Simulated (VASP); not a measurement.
Level of theory: vdW-DF2, VASP's PBE PAW potentials (set 64) (plane waves; VASP).

Input for VASP

**POSCAR**
```
Al
1.0
  0.0000000000   2.0250000000   2.0250000000
  2.0250000000   0.0000000000   2.0250000000
  2.0250000000   2.0250000000   0.0000000000
Al
1
direct
  0.0000000000   0.0000000000   0.0000000000
```

**INCAR**
```
SYSTEM = Al
PREC = Accurate
ENCUT = 520
EDIFF = 1E-6
NELM = 100
ALGO = Normal
LREAL = .FALSE.
LASPH = .TRUE.
ISMEAR = 1
SIGMA = 0.1
GGA = ML
ZAB_VDW = -1.8867
LUSE_VDW = .TRUE.
AGGAC = 0.0
LWAVE = .FALSE.
LCHARG = .FALSE.
IBRION = 2
ISIF = 3
NSW = 60
EDIFFG = -0.01
```

### KPOINTS
```
Automatic mesh
0
Gamma
14 14 14
0 0 0
```

POTCAR, in this order: Al (PBE.64 set). Program: vasp_std.

What VASP printed:

### OSZICAR
```
       N       E                     dE             d eps       ncg     rms          rms(c)
DAV:   1     0.474445317808E+00    0.47445E+00   -0.88974E+02  1070   0.334E+02
DAV:   2    -0.167090218701E+01   -0.21453E+01   -0.20600E+01  1355   0.319E+01
DAV:   3    -0.169192096208E+01   -0.21019E-01   -0.20882E-01  1400   0.355E+00
DAV:   4    -0.169201680127E+01   -0.95839E-04   -0.95186E-04  1400   0.224E-01
DAV:   5    -0.169201746827E+01   -0.66700E-06   -0.66723E-06  1460   0.158E-02    0.861E-01
DAV:   6    -0.169823775097E+01   -0.62203E-02   -0.37686E-03  1245   0.658E-01    0.558E-01
DAV:   7    -0.170128748280E+01   -0.30497E-02   -0.87404E-03  1215   0.104E+00    0.675E-02
DAV:   8    -0.170130202800E+01   -0.14545E-04   -0.94139E-05  1425   0.101E-01    0.260E-02
DAV:   9    -0.170132355647E+01   -0.21528E-04   -0.47357E-05  1245   0.663E-02    0.658E-03
DAV:  10    -0.170132314580E+01    0.41066E-06   -0.59229E-07  1290   0.918E-03
   1 F= -.17013231E+01 E0= -.17012591E+01  d E =-.170132E+01
       N       E                     dE             d eps       ncg     rms          rms(c)
DAV:   1    -0.170306012295E+01   -0.17366E-02   -0.24553E-02  1285   0.943E-01    0.867E-02
DAV:   2    -0.170303734382E+01    0.22779E-04   -0.12318E-04  1160   0.119E-01    0.512E-02
DAV:   3    -0.170302045060E+01    0.16893E-04   -0.33979E-05  1180   0.763E-02    0.797E-03
DAV:   4    -0.170302085118E+01   -0.40058E-06   -0.87798E-07  1070   0.895E-03
   2 F= -.17030209E+01 E0= -.17028428E+01  d E =-.169771E-02
       N       E                     dE             d eps       ncg     rms          rms(c)
DAV:   1    -0.170303427779E+01   -0.13827E-04   -0.25738E-04  1285   0.954E-02    0.953E-03
DAV:   2    -0.170303423315E+01    0.44643E-07   -0.14219E-06  1070   0.122E-02
   3 F= -.17030342E+01 E0= -.17028484E+01  d E =-.171109E-02
```

File OUTCAR:
```
------------------------ aborting loop because EDIFF is reached ----------------------------------------
  FORCE on cell =-STRESS in cart. coord.  units (eV):
  Direction    XX          YY          ZZ          XY          YZ          ZX
  --------------------------------------------------------------------------------------
  Total        0.0006843      0.0006843      0.0006843      0.0000000      0.0000000     -0.0000000
  in kB        0.0644723      0.0644723      0.0644723      0.0000000      0.0000000     -0.0000000
  external PRESSURE =       0.0644723 kB  Pullay stress =       0.0000000 kB
  volume of cell :       17.00
      direct lattice vectors                 reciprocal lattice vectors
    -0.000000000  2.040997087  2.040997087    -0.244978302  0.244978302  0.244978302
     2.040997087 -0.000000000  2.040997087     0.244978302 -0.244978302  0.244978302
     2.040997087  2.040997087 -0.000000000     0.244978302  0.244978302 -0.244978302
 POSITION                                       TOTAL-FORCE (eV/Angst)
 -----------------------------------------------------------------------------------
     -0.00000      0.00000      0.00000         0.000000      0.000000      0.000000
 -----------------------------------------------------------------------------------
    total drift:                                0.000000     -0.000000     -0.000000
  FREE ENERGIE OF THE ION-ELECTRON SYSTEM (eV)
  ---------------------------------------------------
  free  energy   TOTEN  =        -1.7030342332 eV

  energy  without entropy=       -1.7024767717  energy(sigma->0) =       -1.70284841

 reached required accuracy - stopping structural energy minimisation
```
(Selected blocks of OUTCAR.)

CONTCAR:
```
Al
   1.00000000000000
    -0.0000000000000000    2.0409970874192256    2.0409970874192256
     2.0409970874192256   -0.0000000000000000    2.0409970874192256
     2.0409970874192256    2.0409970874192256   -0.0000000000000000
  Al
     1
Direct
     0.0000000000000000    0.0000000000000000    0.0000000000000000
```

File OUTCAR:
```
 val. band max:        7.6338734941   @ k =  -0.2857   0.5000   0.2143

 cond. band min:       7.6620827286   @ k =  -0.4286   0.3571   0.0000


 Fermi energy:         7.6464077965

 k-point     1 :       0.0000    0.0000    0.0000
  band No.  band energies     occupation
      1      -3.2489      2.00000
      2      20.1670      0.00000
      3      20.1670      0.00000
      4      20.1670      0.00000
      5      21.2099      0.00000

 k-point     2 :       0.0714    0.0000    0.0000
  band No.  band energies     occupation
      1      -3.1131      2.00000
      2      17.9617      0.00000
      3      19.6152      0.00000
      4      19.6152      0.00000
      5      21.9621      0.00000

 k-point     3 :       0.1429    0.0000    0.0000
  band No.  band energies     occupation
      1      -2.7065      2.00000
      2      15.1226      0.00000
      3      18.9453      0.00000
      4      18.9453      0.00000
      5      21.9814      0.00000

 k-point     4 :       0.2143    0.0000    0.0000
  band No.  band energies     occupation
      1      -2.0314      2.00000
      2      12.3626      0.00000
      3      18.4671      0.00000
      4      18.4671      0.00000
      5      21.7907      0.00000

 k-point     5 :       0.2857    0.0000    0.0000
  band No.  band energies     occupation
      1      -1.0912      2.00000
      2       9.7704      0.00000
      3      18.2087      0.00000
      4      18.2087      0.00000
      5      21.4975      0.00000

 k-point     6 :       0.3571    0.0000    0.0000
  band No.  band energies     occupation
      1       0.1090      2.00000
      2       7.3793      2.00104
      3      18.1741      0.00000
      4      18.1741      0.00000
      5      20.4146      0.00000

 k-point     7 :       0.4286    0.0000    0.0000
  band No.  band energies     occupation
      1       1.5635      2.00000
      2       5.2071      2.00000
      3      18.3542      0.00000
...
```

Energy and stress use the plane-wave basis of the starting cell.

The compound is Al in the fcc structure. This run relaxes it. Symmetry was kept, so distortions that lower it aren't found.
